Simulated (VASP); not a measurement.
Runs of VASP 6.6.1 on Pd. It takes space group Fm-3m (No. 225, cubic). Conventional cell: a = 3.893 Å, b = 3.893 Å, c = 3.893 Å, α = 90.00°, β = 90.00°, γ = 90.00°. Pd (site symmetry m-3m) has 12 Pd at 2.75 Å as nearest neighbours. 

```tsv
level	potentials or basis	gap on the mesh (eV)	pressure (GPa)	relaxed volume (Å³/atom)
LDA	VASP PAW LDA potentials, release 64 (Pd)	none	0.0	14.17
PBEsol	VASP PAW PBE potentials, release 64 (Pd)	none	0.0	14.53
RPBE	VASP PAW PBE potentials, release 64 (Pd)	none	0.0	(b)
r2SCAN+rVV10	VASP PAW PBE potentials, release 64 (Pd)	none	0.1	14.81
PBE	VASP PAW PBE potentials, release 64 (Pd)	none	-0.1	15.30
rev-vdW-DF2	VASP PAW PBE potentials, release 64 (Pd)	none	-0.1	(a)
PBE+D3(BJ)	VASP PAW PBE potentials, release 64 (Pd)	none	0.0	14.69
```

Alike in all rows: task relaxation of cell and atoms; no spin polarisation; cell relaxed; k mesh 16 × 16 × 16; cutoff (eV) 600; smearing methfessel-paxton 0.1 eV.

Q: Fill in the values left out.

A: (a) 14.92; (b) 15.73.

Caveats: the PAW data sets were made with another functional, which shifts forces and pressure a little (some runs); pairwise dispersion overbinds metals, which lowers pressure and volume (some runs).

A k mesh can miss the band edges, and the runs leave out spin-orbit coupling on Pd.

A gap of «none» marks a metal or a gap under the smearing width.

Not every run made on this cell is shown here.
